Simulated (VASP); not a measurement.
Output of a VASP run:

### OSZICAR
```
       N       E                     dE             d eps       ncg     rms          rms(c)
DAV:   1     0.854520316876E+02    0.85452E+02   -0.83824E+03  8244   0.160E+03
DAV:   2    -0.918415357944E+01   -0.94636E+02   -0.87541E+02  8107   0.257E+02
DAV:   3    -0.114064825809E+02   -0.22223E+01   -0.21642E+01  9689   0.559E+01
DAV:   4    -0.114401279423E+02   -0.33645E-01   -0.33636E-01 11830   0.526E+00
DAV:   5    -0.114404090498E+02   -0.28111E-03   -0.28110E-03  9923   0.452E-01    0.151E+01
DAV:   6    -0.972191117715E+01    0.17185E+01   -0.13173E+01  8737   0.744E+01    0.699E+00
DAV:   7    -0.934920166151E+01    0.37271E+00   -0.18101E+00  9164   0.266E+01    0.379E+00
DAV:   8    -0.933148997806E+01    0.17712E-01   -0.19901E-02 11414   0.166E+00    0.194E+00
DAV:   9    -0.931634837793E+01    0.15142E-01   -0.41255E-03 12091   0.112E+00    0.649E-01
DAV:  10    -0.931696362939E+01   -0.61525E-03   -0.11334E-03 10933   0.524E-01    0.207E-01
DAV:  11    -0.931693354287E+01    0.30087E-04   -0.10991E-04 10671   0.159E-01    0.300E-02
DAV:  12    -0.931692951511E+01    0.40278E-05   -0.87476E-06  8989   0.319E-02    0.162E-02
DAV:  13    -0.931692947774E+01    0.37370E-07   -0.14828E-06  6170   0.195E-02
   1 F= -.93169295E+01 E0= -.93173586E+01  d E =-.931693E+01  mag=     3.1622
       N       E                     dE             d eps       ncg     rms          rms(c)
DAV:   1    -0.931741777029E+01   -0.48826E-03   -0.56972E-03  8184   0.140E+00    0.178E-01
DAV:   2    -0.931702770890E+01    0.39006E-03   -0.22327E-03  8681   0.970E-01    0.112E-01
DAV:   3    -0.931693975289E+01    0.87956E-04   -0.25977E-04  8751   0.331E-01    0.484E-02
DAV:   4    -0.931693242451E+01    0.73284E-05   -0.30506E-06  9320   0.228E-02    0.175E-02
DAV:   5    -0.931692580471E+01    0.66198E-05   -0.11400E-06  4982   0.171E-02    0.286E-03
DAV:   6    -0.931692611050E+01   -0.30579E-06   -0.53363E-07  4407   0.894E-03
   2 F= -.93169261E+01 E0= -.93173478E+01  d E =0.336725E-05  mag=     3.1650
```

**OUTCAR**
```
------------------------ aborting loop because EDIFF is reached ----------------------------------------
  FORCE on cell =-STRESS in cart. coord.  units (eV):
  Direction    XX          YY          ZZ          XY          YZ          ZX
  --------------------------------------------------------------------------------------
  Total       -0.0176466     -0.0176466     -0.0184231     -0.0000000      0.0000000     -0.0000000
  in kB       -1.3405704     -1.3405706     -1.3995541     -0.0000000      0.0000000     -0.0000000
  external PRESSURE =      -1.3602317 kB  Pullay stress =       0.0000000 kB
  volume of cell :       21.09
      direct lattice vectors                 reciprocal lattice vectors
     1.235920777 -2.140677806  0.000000000     0.404556675 -0.233570880 -0.000000000
     1.235920777  2.140677806 -0.000000000     0.404556675  0.233570880  0.000000000
     0.000000000 -0.000000000  3.985757946     0.000000000  0.000000000  0.250893309
 POSITION                                       TOTAL-FORCE (eV/Angst)
 -----------------------------------------------------------------------------------
      1.23592      0.71356      0.99644         0.000000      0.000000      0.000000
      1.23592     -0.71356      2.98932        -0.000000     -0.000000      0.000000
 -----------------------------------------------------------------------------------
    total drift:                               -0.000023     -0.000001     -0.000029
  FREE ENERGIE OF THE ION-ELECTRON SYSTEM (eV)
  ---------------------------------------------------
  free  energy   TOTEN  =        -9.3169261105 eV

  energy  without entropy=       -9.3181910907  energy(sigma->0) =       -9.31734777

 total charge

# of ion       s       p       d       tot
------------------------------------------
    1        0.499   0.541   7.296   8.337
    2        0.499   0.541   7.296   8.337
--------------------------------------------------
tot          0.998   1.082  14.592  16.673

 magnetization (x)

# of ion       s       p       d       tot
------------------------------------------
    1       -0.015  -0.049   1.655   1.591
    2       -0.015  -0.049   1.655   1.591
--------------------------------------------------
tot         -0.030  -0.098   3.309   3.181

 reached required accuracy - stopping structural energy minimisation
```
(Selected blocks of OUTCAR.)

File POSCAR:
```
Co
1
    1.2353528458    -2.1396941196     0.0000000000
    1.2353528458     2.1396941196    -0.0000000000
   -0.0000000000    -0.0000000000     3.9834651862
Co
2
Direct
  0.3333330000   0.6666670000   0.2500000000
  0.6666670000   0.3333330000   0.7500000000
```

Task: Reconstruct the remaining input files.

Result: This is not unique; one that fits is the input of the run itself, optB86b-vdW, plane waves, VASP's PBE PAW potentials (set 64).

**KPOINTS**
```
Regular mesh
0
gamma
  15 15 8
0 0 0
```

### INCAR
```
# general
SYSTEM  =Co
PREC    =Accurate
ENCUT   =520
LREAL   =.FALSE.
LASPH   =.TRUE.

# electronic loop
EDIFF   =1E-6
NELM    =100
ALGO    =Normal
LMAXMIX =4

# smearing
ISMEAR  =1
SIGMA   =0.1

# functional
GGA     =MK
LUSE_VDW=.TRUE.
AGGAC   =0.0
PARAM1  =0.1234
PARAM2  =1.0

# spin
ISPIN   =2
MAGMOM  =2*1.6

# ions
IBRION  =2
NSW     =60
ISIF    =3
EDIFFG  =-0.01

# output
LWAVE   =.FALSE.
LCHARG  =.FALSE.
LORBIT  =10
```

POTCAR, in this order: Co (PBE.64 set). Program: vasp_std.

The compound is Co in the hcp structure. This run relaxes it. Symmetry was kept, so distortions that lower it aren't found. The start is the result of an earlier pass.
